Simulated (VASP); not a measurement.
Method: PBE GGA, VASP's PBE PAW potentials (set 64) (plane waves; VASP).

VASP input:

### KPOINTS
```
K-points
0
Gamma
  3 3 3
```

INCAR:
```
# general
SYSTEM  = CsSnI3
PREC    = Accurate
ENCUT   = 400
LREAL   = .False.
LASPH   = .True.

# electronic loop
EDIFF   = 1E-6
NELM    = 100
ALGO    = Normal
LMAXMIX = 4

# smearing
ISMEAR  = 0
SIGMA   = 0.05

# functional
GGA     = PE

# output
LWAVE   = .False.
LCHARG  = .True.
```

**POSCAR**
```
CsSnI3
6.2403360
  1.0000000531   0.0000000000   0.0000000000
  0.0000000000   1.0000000531   0.0000000000
  0.0000000000   0.0000000000   1.0000000531
Cs Sn I
1 1 3
Cart
  0.0000000000   0.0000000000   0.0000000000
  0.5000000266   0.5000000266   0.5000000266
  0.5000000266   0.0000000000   0.5000000266
  0.0000000000   0.5000000266   0.5000000266
  0.5000000266   0.5000000266   0.0000000000
```

POTCAR, in this order: Cs_sv Sn_d I (PBE.64 set). Program: vasp_std.

Q: Estimate the energy per atom (σ→0).

A: 
```yaml
energy per atom (σ→0): -2.843 eV/atom
```

File OSZICAR:
```
...
DAV:   9    -0.142172598145E+02   -0.16344E-03   -0.54719E-03   246   0.560E-01    0.868E-02
DAV:  10    -0.142172901978E+02   -0.30383E-04   -0.68142E-04   244   0.182E-01    0.392E-02
DAV:  11    -0.142173664331E+02   -0.76235E-04   -0.37834E-04   256   0.118E-01    0.425E-02
DAV:  12    -0.142173635864E+02    0.28467E-05   -0.24095E-05   256   0.251E-02    0.274E-02
DAV:  13    -0.142173616960E+02    0.18904E-05   -0.27915E-06   222   0.102E-02    0.126E-02
DAV:  14    -0.142173604938E+02    0.12022E-05   -0.32662E-06   178   0.133E-02    0.125E-03
DAV:  15    -0.142173605007E+02   -0.69072E-08   -0.39779E-07   122   0.361E-03
   1 F= -.14217361E+02 E0= -.14217361E+02  d E =-.647695E-16
```

The compound is CsSnI3 in the cubic perovskite structure, the ideal cubic form; the compound distorts at low or room temperature. It was relaxed first.
